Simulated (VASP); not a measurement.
Here is a VASP 6.6.1 calculation.

File INCAR:

```
ALGO = Normal ; EDIFF = 1E-6
ENCUT = 520 ; GGA = CA
ISIF = 2 ; ISMEAR = 0
LASPH = True ; LCHARG = False
LREAL = False ; LWAVE = False
NBANDS = 20 ; NELM = 100
PREC = Accurate ; SIGMA = 0.1
```

KPOINTS

```
k-points
0
Gamma
  14 14 14
```

Contents of POSCAR:

```
TaRu
1.0
    3.1182078097      0.0000000000      0.0000000000
    0.0000000000      3.1182078097      0.0000000000
    0.0000000000      0.0000000000      3.1182078097
Ta Ru
1 1
Direct
    0.5000000000      0.5000000000      0.5000000000
    0.0000000000      0.0000000000      0.0000000000
```

Potentials or basis: VASP PAW LDA potentials, release 64 (Ta_pv, Ru_pv).

The run is started by

```sh
$ cat potpaw_LDA.64/Ta_pv/POTCAR potpaw_LDA.64/Ru_pv/POTCAR > POTCAR
$ mpirun -np 1 vasp_std > vasp.out
```

**Question.** Estimate the pressure.

**Answer.** 1.1 GPa.

**Question.** What does it give for the band gap on the k mesh?

**Answer.** None (metal or under the smearing width).

Spin-orbit coupling is left out, which matters for the levels of Ta.
